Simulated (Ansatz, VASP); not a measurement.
# Cross-check of Ni (Ni(110)-(2x1) missing row) between VASP and Ansatz

Wanted: the spread between two codes on one cell, functional and k mesh. Of the first pair: The structure shown is the start of the Ansatz relaxation below; VASP solves that cell, so the two are compared at the walk's first step.

Method: plane waves, with VASP 6.6.1 beside it; PBE, in Ansatz 0.2.0.

### 1. Set-up

The cell holds 9 atoms: 9 Ni. Its edges and angles: a = 3.520 Å, b = 4.978 Å, c = 21.978 Å, α = 90.0°, β = 90.0°, γ = 90.0°. Vacuum lies along c.

### 2. Ansatz: relaxation, PBE

Ansatz runs on its default PAW (the set named soft_2) files.

The two programs are compared at the cell with which this relaxation starts, whose forces are those of its first step.

The input, input.yaml:

```yaml
crystal:
  lattice:
    - [3.52, 0.0, 0.0]
    - [0.0, 4.9780317396, 0.0]
    - [0.0, 0.0, 21.9780317396]
  atoms:
    - { symbol: Ni, position: [0.0, 0.0, 0.3867498282], spin: 0.7 }
    - { symbol: Ni, position: [0.0, 0.5, 0.3867498282], spin: 0.7 }
    - { symbol: Ni, position: [0.5, 0.25, 0.4433749141], spin: 0.7 }
    - { symbol: Ni, position: [0.5, 0.75, 0.4433749141], spin: 0.7 }
    - { symbol: Ni, position: [0.0, 0.0, 0.5], spin: 0.7 }
    - { symbol: Ni, position: [0.0, 0.5, 0.5], spin: 0.7 }
    - { symbol: Ni, position: [0.5, 0.25, 0.5566250859], spin: 0.7 }
    - { symbol: Ni, position: [0.5, 0.75, 0.5566250859], spin: 0.7 }
    - { symbol: Ni, position: [0.0, 0.0, 0.6132501718], spin: 0.7 }
magnetization:
  spin_polarized: true
kpoints:
  mp_grid: { grid: [8, 6, 1] }
hamiltonian:
  xc: pbe
scf:
  occupations: { method: fermi_dirac, width: 0.1 }
  convergence: { dr2_threshold: 1.0e-08 }
efield:
  axis: 3
  dipole_correction: true
  ramp_position: 0.97
  ramp_width: 0.06
relax:
  f_tol: 0.015
  max_steps: 90
  constraints: [{ sites: [0, 1, 2, 3] }]
output:
  write_potential: true
  write_density: true
  volumetric_format: npy
```

Launch:

```sh
$ ansatz run input.yaml --threads 4 --pin off --max-ram 6144MiB --backend cpu --events-out ev --progress --plain --runs-dir out
```

Numbers of over 12 decimals in the logs are rounded to 6 here.

The log of the run:

```text
Engine: ansatz 0.2.0, aarch64-unknown-linux-gnu
Pseudopotentials: kind: paw
Pseudopotential: Ni, paw, valence charge 18, recommended cutoff 420 eV (normal), Ni.paw.azcp
Functional definition: PBE
  parameter kappa = 0.804
  parameter beta = 0.066725
  exchange = pbe_x(kappa = kappa, mu = beta*pi^2/3)
  correlation = pbe_c(beta = beta)
Crystal: 9 atoms, lattice volume = 385.114 Å³
Basis set: ecut = 420 eV, 7531 PW (Γ), exchange–correlation on 48×72×300 points (8 copies of the dense FFT grid, shifted against one another)
Bands: 101, of which v1, the nominal top of the filled ones, is band 81 counted from 1 (80 counted from 0)
Symmetry: 4 space group operations
k-points: 20 of 48
Non-local potential: Ni, projectors of the file, l = 0: 3, l = 1: 2, l = 2: 3, l = 3: 1
PAW form: soft (Blöchl's): semilocal exchange-correlation on the pseudo side does not see the compensation charge
PAW one-centre angular grid: Ni, 590 points (default); XC on 64 Gauss nodes
Initial density: superposition of atomic densities (neutral atoms: chi_scale 0, normalization atom)
Starting moments: Σ|m| = 6.3 μB on 9 of 9 sites
Initial wavefunctions: pseudopotential atomic-orbital guess
Functional: x = pbe(κ = 0.804, μ = 0.219515), c = pbe(β = 0.066725)
SCF iter   1: F=—  HF=-52542.994525 eV  |F-HF|=—  |Δ(HF+E_count)|=         —  Δρ=1.89e-2 (↑1.86e-2 ↓1.89e-2)  dr2=1.05e1  dr2_m=6.56e-1  M=6.885 μB ∫|m|=7.160 μB  β_m=1.00  ethr=3.10e-3  p=0.000 e·Å  D=1.05e-7 V/Å  ΔV_dip=-0.00 eV  dr2_dipole=3.68e-2  V_vac-E_F(+/−)=6.98/6.98 eV  ⟨swp⟩=10.8  Hψ=20993  notcnv=0  defer=112
Mixer restart at iter 1: flushing history
efield: sawtooth ramp at fractional position 0.9700 (set: `efield.ramp_position`, or a place that a band, a saddle search or an elastic batch's reference lends), width 0.0600; the density the first Hamiltonian is built on has a dipole p = 0.000 e·Å; the dipole correction subtracts the counter field D = 1.05e-7 V/Å, which shifts the + side's vacuum level by -0.00 eV against the − side's; the planar-averaged density in the ramp window peaks in size at 8.1e-6 e/Å³
preconditioner: auto → LDOS  [metal: Δε(μ)=0.001 eV  Ē_g=6.437 eV  σ=0.100 eV  W_gap=0.00  n_scr=92 (ndim 8)  ℏωp=18.0 eV  f_vac=0.650  D(μ)=21.41/eV (n_scr^D=216)]
spin=Collinear: LDOS preconditioning applied to the charge; magnetization (m = ρ↑ − ρ↓) channel mixes plain (no charge-response kernel on spin).
SCF iter   2: F=—  HF=-52544.826424 eV  |F-HF|=—  |Δ(HF+E_count)|=    1.83e0  Δρ=1.32e-2 (↑1.32e-2 ↓1.00e-2)  dr2=2.97e0  dr2_m=2.52e-2  M=6.921 μB ∫|m|=7.463 μB  β_m=0.36  ethr=3.10e-3  p=0.016 e·Å  D=7.59e-3 V/Å  ΔV_dip=-0.17 eV  dr2_dipole=6.27e-3  V_vac-E_F(+/−)=5.88/6.05 eV  ⟨swp⟩=3.0  Hψ=6894  notcnv=0  defer=256
density mixer auto → msr1: a metal under ldos (density of states about μ 3.94 of a free-electron gas's, 92 screened modes)
SCF iter   3: F=—  HF=-52549.010033 eV  |F-HF|=—  |Δ(HF+E_count)|=    4.18e0  Δρ=3.88e-3 (↑2.94e-3 ↓3.88e-3)  dr2=2.97e-1  dr2_m=5.62e-3  M=7.026 μB ∫|m|=7.695 μB  β_m=0.43  ethr=1.83e-3  p=0.026 e·Å  D=1.20e-2 V/Å  ΔV_dip=-0.26 eV  dr2_dipole=4.32e-6  V_vac-E_F(+/−)=5.06/5.33 eV  ⟨swp⟩=3.1  Hψ=6515  notcnv=0  defer=259
SCF iter   4: F=—  HF=-52551.160950 eV  |F-HF|=—  |Δ(HF+E_count)|=         —  Δρ=5.21e-3 (↑4.26e-3 ↓5.21e-3)  dr2=2.32e-1  dr2_m=6.12e-3  M=7.065 μB ∫|m|=7.823 μB  β_m=0.43  ethr=1.83e-4  p=0.030 e·Å  D=1.40e-2 V/Å  ΔV_dip=-0.31 eV  dr2_dipole=9.54e-4  V_vac-E_F(+/−)=4.60/4.90 eV  ⟨swp⟩=2.5  Hψ=6769  notcnv=0  defer=262
SCF iter   5: F=—  HF=-52551.840826 eV  |F-HF|=—  |Δ(HF+E_count)|=   6.80e-1  Δρ=3.95e-3 (↑1.15e-3 ↓3.95e-3)  dr2=6.49e-2  dr2_m=1.19e-2  M=6.871 μB ∫|m|=7.659 μB  β_m=0.72  ethr=1.43e-4  p=0.028 e·Å  D=1.32e-2 V/Å  ΔV_dip=-0.29 eV  dr2_dipole=2.44e-4  V_vac-E_F(+/−)=4.47/4.76 eV  ⟨swp⟩=2.1  Hψ=6333  notcnv=0  defer=259
SCF iter   6: F=—  HF=-52552.094255 eV  |F-HF|=—  |Δ(HF+E_count)|=   2.53e-1  Δρ=4.07e-3 (↑1.28e-3 ↓4.07e-3)  dr2=6.11e-2  dr2_m=1.01e-2  M=6.629 μB ∫|m|=7.435 μB  β_m=0.86  ethr=4.00e-5  p=0.025 e·Å  D=1.20e-2 V/Å  ΔV_dip=-0.26 eV  dr2_dipole=6.76e-5  V_vac-E_F(+/−)=4.36/4.63 eV  ⟨swp⟩=2.1  Hψ=6615  notcnv=0  defer=258
SCF iter   7: F=—  HF=-52552.100955 eV  |F-HF|=—  |Δ(HF+E_count)|=   6.70e-3  Δρ=9.49e-4 (↑9.33e-4 ↓9.49e-4)  dr2=8.98e-3  dr2_m=4.14e-4  M=6.591 μB ∫|m|=7.389 μB  β_m=0.69  ethr=3.77e-5  p=0.025 e·Å  D=1.15e-2 V/Å  ΔV_dip=-0.25 eV  dr2_dipole=1.74e-5  V_vac-E_F(+/−)=4.30/4.56 eV  ⟨swp⟩=2.0  Hψ=6404  notcnv=0  defer=270
SCF iter   8: F=—  HF=-52552.098679 eV  |F-HF|=—  |Δ(HF+E_count)|=   2.28e-3  Δρ=5.71e-4 (↑2.22e-4 ↓5.71e-4)  dr2=1.15e-3  dr2_m=4.48e-4  M=6.582 μB ∫|m|=7.381 μB  β_m=0.74  ethr=5.54e-6  p=0.025 e·Å  D=1.16e-2 V/Å  ΔV_dip=-0.26 eV  dr2_dipole=3.93e-6  V_vac-E_F(+/−)=4.29/4.55 eV  ⟨swp⟩=2.0  Hψ=6224  notcnv=0  defer=267
[...]
SCF converged after 13 iterations
Magnetization: 6.5122 μB (84.2561 up, 77.7439 down)
Absolute magnetization: 7.3027 μB (∫|ρ↑−ρ↓|, with the PAW one-centre terms)
Spin contamination: 0.0898 ħ² per cell (⟨S²⟩ above its minimum at these occupations)
Per-site moments (μB) at R_I (Å): [(0.782019, 1.013720), (0.817762, 1.026719), (0.704477, 1.020282), (0.704477, 1.020282), (0.728380, 0.967818), (0.718763, 1.017585), (0.739208, 0.997686), (0.739208, 0.997686), (0.838403, 0.967818)]
Free energy (F): -52552.182718 eV
Harris-Foulkes:  -52552.182718 eV  (|F-HF|=1.86e-9)
Internal energy: -52551.589826 eV  (E = F + TS)
E sigma→0 (E₀):  -52551.886272 eV
Entropy (-TS):   -0.592892 eV (-65.877 meV/atom)
Fermi energy:    1.357480 eV
Dipole field:    D = 0.007288 V/Å  (p = 0.015512 e·Å, saw-weighted, corrected)
Work function:   Φ+ = 4.3529 eV   Φ− = 4.5131 eV
Levels:          The Fermi level and band energies are counted from a zero that moves with the ramp; work functions are not
--- Per-component energies (eV) ---
  E_band       = -5240.385746
  E_kinetic    = 2531.247035
  E_local      = -308146.391537  (includes V_loc(G=0)·N_el)
  E_nonlocal   = 5745.847269
  E_hartree    = 150180.366416
  E_xc         = -751.383216
  E_vxc        = -967.824983  (∫ρ·V_xc dr)
  E_paw        = -14687.946831  (= ΣΔE_a)
  E_vpaw       = -4764.351623  (= ΣTr[D̂ρ^β])
  E_aug_tail   = 0.004745  (compensation charges beyond the density's cutoff)
  E_efield     = 0.000057  (sawtooth field / dipole correction)
  E_vefield    = 0.354861  (∫n·V_field dr)
  E_ewald      = 112576.666235
  E_smearing   = -0.592892  (= −TS)
  E_closure    = 0.000000  (closes the sum)
  Σ components = -52552.182718   (vs F -52552.182718, Δ=0.00e0)
--- Forces (eV/Å), atoms counted from 1 ---
  atom   1  Ni     0.00000000     0.00000000     0.52799799
  atom   2  Ni     0.00000000     0.00000000     0.65451973
  atom   3  Ni     0.00000000     0.11394139    -0.58665326
  atom   4  Ni     0.00000000    -0.11394139    -0.58665326
  atom   5  Ni     0.00000000     0.00000000     0.01079905
  atom   6  Ni     0.00000000     0.00000000     0.00556230
  atom   7  Ni     0.00000000    -0.00610503    -0.00915783
  atom   8  Ni     0.00000000     0.00610503    -0.00915783
  atom   9  Ni     0.00000000     0.00000000    -0.00727985
  max |Σ_I F_I| component: 2.30e-5 eV/Å
--- Band table (eV; the first three rows and the last of 40) ---
  k-point 0 ↑: bands = [... 77 lower, 0.6200, 0.7225, 0.7338, 0.7505, 0.7813, 0.9186, 0.9958, 2.5399, ... 16 higher]
  k-point 1 ↑: bands = [... 77 lower, 0.6383, 0.6509, 0.7041, 0.7102, 0.7769, 0.9662, 0.9806, 1.3398, ... 16 higher]
  k-point 2 ↑: bands = [... 77 lower, 0.5295, 0.6098, 0.6221, 0.6565, 0.7099, 0.7230, 0.7983, 0.9630, ... 16 higher]
  k-point 19 ↓: bands = [... 77 lower, 1.2302, 1.2875, 1.2994, 1.5487, 1.7814, 1.8498, 1.9307, 1.9907, ... 16 higher]
--- Relaxed structure (4 steps of the walk, 4 accepted, 0 SCFs on fresh bases) ---
  F+E_penalty+E_count = -52552.18271822 eV   max|allowed force component| = 1.080e-2 eV/Å
  atoms:
    - { symbol: Ni, position: [0.0, 0.0, 0.3867498282] }
    - { symbol: Ni, position: [0.0, 0.500000, 0.3867498282] }
    - { symbol: Ni, position: [0.500000, 0.250000, 0.443375] }
    - { symbol: Ni, position: [0.500000, 0.75, 0.443375] }
    - { symbol: Ni, position: [0.0, 0.0, 0.498566] }
    - { symbol: Ni, position: [0.0, 0.500000, 0.500883] }
    - { symbol: Ni, position: [0.500000, 0.252186, 0.555974] }
    - { symbol: Ni, position: [0.500000, 0.747814, 0.555974] }
    - { symbol: Ni, position: [0.0, 0.0, 0.605319] }
```

The column dr2 measures how far the density is from self-consistency, as an energy; F and HF (Harris–Foulkes) agree once it is small.

(Continued in part 2 of 2.)

[Lines on the potential files, build, host, timing and source positions are cut from VASP's logs without a mark.]

[Logs are printed without paths, hosts, clocks, repeated set-up lines and the standing remarks that a program may print on its own settings, such as how far it seeks lower states.]

[Hosts, paths, dates, database ids (printed as entryN), source tags and the programs' standing remarks are cut or masked in the printed files.]
